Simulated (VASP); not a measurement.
# OSiF3H in VASP: notebook

The runs below take OSiF3H through single point, with RPBE+D3(BJ), B3LYP+D4.

Program: VASP 6.6.1. These are calculated values, not measurements. Logs are shortened: lines on timing, memory, paths and dates and some standing lists are left out, and cuts for length are marked.

## (1) Starting point

The cell holds a molecule in a box, 6 atoms: a = 12.000 Å, b = 12.000 Å, c = 12.000 Å, α = 90.00°, β = 90.00°, γ = 90.00°.

## (2) Single point, RPBE+D3(BJ)

Contents of INCAR:

```
SYSTEM = SiHOF3
  ALGO = Normal
  EDIFF = 1E-7
  ENCUT = 520
  GGA = RP
  ISIF = 2
  ISMEAR = 0
  IVDW = 12
  LASPH = .True.
  LCHARG = .False.
  LREAL = .False.
  LWAVE = .False.
  NBANDS = 25
  NELM = 100
  PREC = Accurate
  SIGMA = 0.01
```

Contents of KPOINTS:

```
k-points
0
Gamma
  1 1 1
  0 0 0
```

Contents of POSCAR:

```
SiHOF3
1.0
   12.0000000000      0.0000000000      0.0000000000
    0.0000000000     12.0000000000      0.0000000000
    0.0000000000      0.0000000000     12.0000000000
O Si F H
1 1 3 1
Direct
    0.4574541700      0.5930166700      0.5976958300
    0.4939291700      0.5409250000      0.4801041700
    0.4225125000      0.5874000000      0.3805875000
    0.4820708300      0.4104833300      0.4774375000
    0.6189791700      0.5721333300      0.4602125000
    0.3831875000      0.5829500000      0.6250791700
```

Potentials or basis: VASP PAW PBE potentials, release 64 (O, Si, F, H).

Started as:

```console
$ cat potpaw_PBE.64/O/POTCAR potpaw_PBE.64/Si/POTCAR potpaw_PBE.64/F/POTCAR potpaw_PBE.64/H/POTCAR > POTCAR
$ mpirun -np 1 vasp_gam > vasp.out
```

OUTCAR:

```text
SYSTEM = SiHOF3
   EDIFF = 1E-7
   ENCUT = 520
   GGA = RP
   ISIF = 2
   ISMEAR = 0
   IVDW = 12
   LASPH = .True.
   LREAL = .False.
   NELM = 100
   PREC = Accurate
 IVDW          = 12

 ion  position               nearest neighbor table
   1  0.457  0.593  0.598-   6 0.96   2 1.60
   2  0.494  0.541  0.480-   5 1.56   4 1.57   3 1.57   1 1.60
   3  0.423  0.587  0.381-   2 1.57
   4  0.482  0.410  0.477-   2 1.57
   5  0.619  0.572  0.460-   2 1.56
   6  0.383  0.583  0.625-   1 0.96

  LATTYP: Found a simple cubic cell.
 ALAT       =    12.0000000000

  Lattice vectors:

 A1 = (  12.0000000000,   0.0000000000,   0.0000000000)
 A2 = (   0.0000000000,  12.0000000000,   0.0000000000)
 A3 = (   0.0000000000,   0.0000000000,  12.0000000000)

Analysis of symmetry for initial positions (statically):
=====================================================================
 Subroutine PRICEL returns:
 Original cell was already a primitive cell.

 Routine SETGRP: Setting up the symmetry group for a
 simple cubic supercell.

 Subroutine GETGRP returns: Found  1 space group operations
 (whereof  1 operations were pure point group operations)
 out of a pool of 48 trial point group operations.

The static configuration has the point symmetry C_1 .

Analysis of symmetry for dynamics (positions and initial velocities):
=====================================================================
 Subroutine PRICEL returns:
 Original cell was already a primitive cell.

 Routine SETGRP: Setting up the symmetry group for a
 simple cubic supercell.

 Subroutine GETGRP returns: Found  1 space group operations
 (whereof  1 operations were pure point group operations)
 out of a pool of 48 trial point group operations.

The dynamic configuration has the point symmetry C_1 .

 Subroutine INISYM returns: Found  1 space group operations
 (whereof  1 operations are pure point group operations),
 and found     1 'primitive' translations

----------------------------------------------------------------------------------------

                                     Primitive cell

  volume of cell :    1728.0000

  direct lattice vectors                    reciprocal lattice vectors
    12.000000000  0.000000000  0.000000000     0.083333333  0.000000000  0.000000000
     0.000000000 12.000000000  0.000000000     0.000000000  0.083333333  0.000000000
     0.000000000  0.000000000 12.000000000     0.000000000  0.000000000  0.083333333

  length of vectors
    12.000000000 12.000000000 12.000000000     0.083333333  0.083333333  0.083333333

  position of ions in fractional coordinates (direct lattice)
     0.457454170  0.593016670  0.597695830
     0.493929170  0.540925000  0.480104170
     0.422512500  0.587400000  0.380587500
     0.482070830  0.410483330  0.477437500
     0.618979170  0.572133330  0.460212500
     0.383187500  0.582950000  0.625079170

  ion indices of the primitive-cell ions
   primitive index   ion index
                 1           1
                 2           2
                 3           3
                 4           4
                 5           5
                 6           6

----------------------------------------------------------------------------------------

 KPOINTS: k-points

Automatic generation of k-mesh.
 Grid dimensions read from file:
 generate k-points for:    1    1    1

 Generating k-lattice:

  Cartesian coordinates                     Fractional coordinates (reciprocal lattice)
     0.083333333  0.000000000  0.000000000     1.000000000  0.000000000  0.000000000
     0.000000000  0.083333333  0.000000000     0.000000000  1.000000000  0.000000000
     0.000000000  0.000000000  0.083333333     0.000000000  0.000000000  1.000000000

  Length of vectors
     0.083333333  0.083333333  0.083333333

  Shift w.r.t. Gamma in fractional coordinates (k-lattice)
     0.000000000  0.000000000  0.000000000

 Subroutine IBZKPT returns following result:
 ===========================================

 Found      1 irreducible k-points:

 Following reciprocal coordinates:
            Coordinates               Weight
  0.000000  0.000000  0.000000      1.000000
   k-points           NKPTS =      1   k-points in BZ     NKDIM =      1   number of bands    NBANDS=     25
   number of dos      NEDOS =    301   number of ions     NIONS =      6
   total plane-waves  NPLWV = 729000
   dimension x,y,z NGX =    90 NGY =   90 NGZ =   90
   dimension x,y,z NGXF=   180 NGYF=  180 NGZF=  180
   ions per type =               1   1   3   1
   NGX,Y,Z   is equivalent  to a cutoff of  12.47, 12.47, 12.47 a.u.
   NGXF,Y,Z  is equivalent  to a cutoff of  24.94, 24.94, 24.94 a.u.
 SYSTEM =  SiHOF3
   PREC   = accura    normal or accurate (medium, high low for compatibility)
   ISTART =      0    job   : 0-new  1-cont  2-samecut
   ICHARG =      2    charge: 1-file 2-atom 10-const
   ISPIN  =      1    spin polarized calculation?
   LNONCOLLINEAR =      F non collinear calculations
   LSORBIT =      F    spin-orbit coupling
   LASPH  =      T    aspherical Exc in radial PAW
   ENCUT  =  520.0 eV  38.22 Ry    6.18 a.u.  22.31 22.31 22.31*2*pi/ulx,y,z
   NELM   =    100;   NELMIN=  2; NELMDL= -5     # of ELM steps
   EDIFF  = 0.1E-06   stopping-criterion for ELM
   LREAL  =      F    real-space projection
   EDIFFG = 0.1E-05   stopping-criterion for IOM
   NSW    =      0    number of steps for IOM
   IBRION =     -1    ionic relax: 0-MD 1-quasi-New 2-CG
   NFREE  =      0    steps in history (QN), initial steepest desc. (CG)
   ISIF   =      2    stress and relaxation
   ISYM   =      2    0-nonsym 1-usesym 2-fastsym
   POTIM  = 0.5000    time-step for ionic-motion
   TEBEG  =    0.0;   TEEND  =   0.0 temperature during run
   PSTRESS=    0.0 pullay stress
   NELECT =      32.0000    total number of electrons
   NUPDOWN=      -1.0000    fix difference up-down
   EMIN   =  10.00;   EMAX   =-10.00  energy-range for DOS
   EFERMI =   0.00;   METHOD = LEGACY
   ISMEAR =     0;   SIGMA  =   0.01  broadening in eV -4-tet -1-fermi 0-gaus
   EFERMI_NEDOS =   21; number of points for ismear=-14 and -15
   IALGO  =     38    algorithm
   IMIX   =      4    mixing-type and parameters
     AMIX     =   0.40;   BMIX     =  1.00
     AMIX_MAG =   1.60;   BMIX_MAG =  1.00
  volume/ion in A,a.u.               =     288.00      1943.52
  Fermi-wavevector in a.u.,A,eV,Ry     =   0.433122  0.818482  2.552380  0.187595
  Thomas-Fermi vector in A             =   1.403327
   LORBIT       =      0    0 simple, 1 ext, 2 COOP (PROOUT), +10 PAW based schemes
   GGA     = RP    functional components
   LHFCALC =     F    Hartree Fock is set to
   AEXX    =    0.0000 exact exchange contribution
   IVDW    =    12    specifies the selected vdW correction
   LEPSILON=     F    determine dielectric tensor
   LRPA    =     F    only Hartree local field effects (RPA)
 non-spin polarized calculation
 Gauss-broadening in eV      SIGMA  =   0.01
  energy-cutoff  :      520.00
  volume of cell :     1728.00
 maximum number of plane-waves:     23293
 NGX is ok and might be reduce to    90
   NGX = 45   NGY = 45   NGZ = 45

 number of electron      31.9999986 magnetization

 Free energy of the ion-electron system (eV)
  ---------------------------------------------------
  ext. energy  EPLUGINS =         0.00000000
  ---------------------------------------------------
  free energy    TOTEN  =       -33.19097211 eV

  energy without entropy =      -33.19097211  energy(sigma->0) =      -33.19097211

 E-fermi :  -8.4739     XC(G=0):  -0.7009

 val. band max:       -8.5505831622   @ k =   0.0000   0.0000   0.0000
 cond. band min:      -1.1732646390   @ k =   0.0000   0.0000   0.0000
 fundamental gap:      7.3773185232
 Fermi energy:        -8.4739021381

 k-point     1 :       0.0000    0.0000    0.0000
  band No.  band energies     occupation
      1     -30.8587      2.00000
      2     -30.1355      2.00000
      3     -30.0795      2.00000
      4     -26.0656      2.00000
      5     -14.8789      2.00000
      6     -13.2772      2.00000
      7     -12.3362      2.00000
      8     -12.3155      2.00000
      9     -11.1637      2.00000
     10     -10.9493      2.00000
     11     -10.9397      2.00000
     12     -10.4140      2.00000
     13     -10.3816      2.00000
     14      -9.8452      2.00000
     15      -9.2744      2.00000
     16      -8.5506      2.00000
     17      -1.1733      0.00000
     18       0.1381      0.00000
     19       0.5328      0.00000
     20       0.6740      0.00000
     21       0.6881      0.00000
     22       0.9996      0.00000
     23       1.0294      0.00000
     24       1.4987      0.00000
     25       1.6380      0.00000

------------------------ aborting loop because EDIFF is reached ----------------------------------------

 Edisp (eV)   -0.55873

 E8    (eV) :    -0.2816

  FORCE on cell =-STRESS in cart. coord.  units (eV):
  Direction    XX          YY          ZZ          XY          YZ          ZX
  --------------------------------------------------------------------------------------
  -------------------------------------------------------------------------------------
  Total       2.36114     2.00350     1.83194     0.13378    -0.08445     0.01742
  in kB       2.18922     1.85762     1.69855     0.12404    -0.07830     0.01615
  external pressure =        1.92 kB  Pullay stress =        0.00 kB

 VOLUME and BASIS-vectors are now :
 -----------------------------------------------------------------------------
  energy-cutoff  :      520.00
  volume of cell :     1728.00
      direct lattice vectors                 reciprocal lattice vectors
    12.000000000  0.000000000  0.000000000     0.083333333  0.000000000  0.000000000
     0.000000000 12.000000000  0.000000000     0.000000000  0.083333333  0.000000000
     0.000000000  0.000000000 12.000000000     0.000000000  0.000000000  0.083333333

 POSITION                                       TOTAL-FORCE (eV/Angst)
 -----------------------------------------------------------------------------------
      5.48945      7.11620      7.17235         0.284850      0.359706      0.484871
      5.92715      6.49110      5.76125        -0.192461      0.097643      0.289277
      5.07015      7.04880      4.56705        -0.569752      0.390915     -0.809150
      5.78485      4.92580      5.72925        -0.082225     -1.063159     -0.013199
      7.42775      6.86560      5.52255         1.030528      0.268974     -0.141475
      4.59825      6.99540      7.50095        -0.470939     -0.054079      0.189675
 -----------------------------------------------------------------------------------
    total drift:                                0.001257     -0.003565     -0.002314

  FREE ENERGIE OF THE ION-ELECTRON SYSTEM (eV)
  ---------------------------------------------------
  free  energy   TOTEN  =       -33.7496977958 eV

  energy  without entropy=      -33.7496977958  energy(sigma->0) =      -33.74969780
```

It took 1.7 min on 1 thread of Intel Xeon 6975P-C (Granite Rapids), shared host; peak memory 1.3 GiB.

What came out:

- Free energy: -33.7497 eV
- Largest force: 1.074 eV/Å
- Gap between the frontier levels: 7.38 eV
- Dispersion energy per atom: -0.093 eV

Forces on the atoms (eV/Å):
```
O    0.285  0.360  0.485
Si  -0.192  0.098  0.289
F   -0.570  0.391 -0.809
F   -0.082 -1.063 -0.013
F    1.031  0.269 -0.141
H   -0.471 -0.054  0.190
```

Caveat: the PAW data sets were made with another functional, which shifts forces and pressure a little.

## (3) Single point, B3LYP+D4

POSCAR is that of step 2.

Contents of INCAR.step1:

```
SYSTEM = SiHOF3
PREC = Accurate
ENCUT = 400
EDIFF = 1E-5
ISMEAR = 0
SIGMA = 0.01
LREAL = .False.
LASPH = .True.
NELM = 100
ALGO = Normal
ISIF = 2
LWAVE = .True.
LCHARG = .False.
GGA = PE
```

Contents of INCAR.step2:

```
SYSTEM = SiHOF3
PREC = Accurate
ENCUT = 400
EDIFF = 1E-6
ISMEAR = 0
SIGMA = 0.01
LREAL = .False.
LASPH = .True.
NELM = 100
ALGO = Normal
ISIF = 2
LWAVE = .False.
LCHARG = .False.
GGA = B3
LHFCALC = .True.
AEXX = 0.2
AGGAX = 0.72
AGGAC = 0.81
ALDAC = 0.19
PRECFOCK = Fast
HFRCUT = -1
IVDW = 13
ISTART = 1
```

Contents of KPOINTS:

```
regular mesh
0
Gamma
  1 1 1
  0 0 0
```

Potentials or basis: VASP PAW PBE potentials, release 64 (O_s, Si, F_s, H_s).

Started as:

```console
$ cat potpaw_PBE.64/O_s/POTCAR potpaw_PBE.64/Si/POTCAR potpaw_PBE.64/F_s/POTCAR potpaw_PBE.64/H_s/POTCAR > POTCAR
$ cp INCAR.step1 INCAR
$ mpirun -np 1 vasp_gam > vasp.out
$ cp INCAR.step2 INCAR
$ mpirun -np 1 vasp_gam > vasp.out
```

It took 3.4 min on 1 thread of Intel Xeon 6975P-C (Granite Rapids), shared host; peak memory 0.98 GiB.

The run converged. Its results:

* Free energy: -41.9248 eV
* Largest force: 1.566 eV/Å
* Gap between the frontier levels: 9.45 eV
* Dispersion energy per atom: -0.029 eV

Forces in eV/Å, atoms in the order of the input:
```
O    1.188  0.137 -0.480
Si  -0.053  0.226  0.437
F   -0.352  0.238 -0.524
F   -0.070 -0.677 -0.018
F    0.681  0.165 -0.124
H   -1.393 -0.091  0.709
```

Levels at points of the mesh, in eV from the valence-band top:
```csv
k point,band 14,band 15,band 16,band 17,band 18,band 19
"(0.00, 0.00, 0.00)",-1.53,-0.70,0.00,9.45,10.69,10.93
```

Caveat: the PAW data sets were made with another functional, which shifts forces and pressure a little.

## (4) The reference run

An earlier run on the cell as given: functional PBE; potentials or basis VASP PAW PBE potentials, release 64 (O, Si, F, H); cutoff 520 eV; k mesh 1 × 1 × 1; occupations gaussian, width 0.01 eV; no spin polarisation.

* Largest force: 0.845 eV/Å
* Gap between the frontier levels: 7.49 eV

## (5) Overview

| level | potentials or basis | cutoff (eV) | grid for exact exchange (PRECFOCK) | exchange at q = 0 | gap on the mesh (eV) | largest force (eV/Å) |
| --- | --- | --- | --- | --- | --- | --- |
| RPBE+D3(BJ) | VASP PAW PBE potentials, release 64 (O, Si, F, H) | 520 | - | - | 7.38 | 1.07 |
| B3LYP+D4 | VASP PAW PBE potentials, release 64 (O_s, Si, F_s, H_s) | 400 | Fast | truncated | 9.45 | 1.57 |
| PBE | VASP PAW PBE potentials, release 64 (O, Si, F, H) | 520 | - | - | 7.49 | 0.84 |

Alike in all rows: task single point; no spin polarisation; cell as given; k mesh 1 × 1 × 1; smearing gaussian 0.01 eV.

Caveats: the PAW data sets were made with another functional, which shifts forces and pressure a little (some runs).

Total energies depend on the potentials used, so only differences within one code and one set of settings carry meaning.
